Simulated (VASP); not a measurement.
Input:

```xyz
2
Lattice="1.3800 -2.3902 0.0000 1.3800 2.3902 0.0000 0.0000 0.0000 4.4600" Properties=species:S:1:pos:R:3 pbc="T T T"
Re     1.3800     0.7967     1.1150
Re     1.3800    -0.7967     3.3450
```

The numbers are results of MS2 meta-GGA, VASP's PBE PAW potentials (set 64) (plane waves; VASP 6.6.1), not measurements. Settings: 520 eV cut-off, 14×14×8 Γ-centred mesh, first-order Methfessel-Paxton smearing of 0.10 eV, potentials Re.

**Question.** The ions, cell shape and volume are relaxed. Give the cell that the relaxation ends in.

**Answer.** 
```xyz
2
Lattice="1.3716 -2.3757 0.0000 1.3716 2.3757 0.0000 0.0000 0.0000 4.4401" Properties=species:S:1:pos:R:3 pbc="T T T"
Re     1.3716     0.7919     1.1100
Re     1.3716    -0.7919     3.3301
```
Space group P6_3/mmc (194), at a tolerance of 0.03 Å.

**Question.** How do energy and volume change from the first to the last step?

**Answer.** The energy (σ→0) changes by -5.1 meV/atom and the volume by -1.7 %, in 9 ionic steps.

The compound is Re in the hcp structure. This run relaxes it. Symmetry was kept, so distortions that lower it aren't found.
